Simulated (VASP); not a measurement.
The input files of a VASP run:

POSCAR:
```
KI
1
    0.0000000000     3.5350000000     3.5350000000
    3.5350000000     0.0000000000     3.5350000000
    3.5350000000     3.5350000000     0.0000000000
K I
1 1
Direct
  0.0000000000   0.0000000000   0.0000000000
  0.5000000000   0.5000000000   0.5000000000
```

KPOINTS:
```
K-points
0
gamma
 6 6 6
```

### INCAR
```
SYSTEM = KI
PREC = Accurate
ENCUT = 520
EDIFF = 1E-6
NELM = 100
ALGO = Normal
LREAL = .FALSE.
LASPH = .TRUE.
ISMEAR = 0
SIGMA = 0.05
GGA = RP
LMAXMIX = 4
LWAVE = .FALSE.
LCHARG = .FALSE.
IBRION = 2
ISIF = 3
NSW = 60
EDIFFG = -0.01
```

POTCAR, in this order: K_sv I (PBE.64 set). Program: vasp_std.

**Question.** Translate this RPBE calculation to Ansatz.

**Answer.** One equivalent input (not run):
Ansatz 0.2 input:
```yaml
crystal:
  lattice:
    - [0.0000000, 3.5350000, 3.5350000]
    - [3.5350000, 0.0000000, 3.5350000]
    - [3.5350000, 3.5350000, 0.0000000]
  atoms:
    - { symbol: K, position: [0.0000000, 0.0000000, 0.0000000] }
    - { symbol: I, position: [0.5000000, 0.5000000, 0.5000000] }
kpoints:
  mp_grid: { grid: [6, 6, 6] }
hamiltonian:
  xc: rpbe
  pseudopotentials: { kind: paw }
scf:
  occupations: { method: gaussian, width: 0.05 }
  max_iter: 100
relax:
  max_steps: 60
  f_tol: 0.01
  cell: {}
output: { forces: true, stress: true, eigenvalues: true }
```
The two are equivalent in intent, not identical: each code has its own PAW files, so the cut-off isn't converted (ENCUT is set for VASP's; basis.ecutwfc is left out, and Ansatz then takes the one that its files recommend); Ansatz stops its SCF on the density residual and VASP on the energy change (EDIFF).

The compound is KI in the rock salt structure. This run relaxes it. Symmetry was kept, so distortions that lower it aren't found.
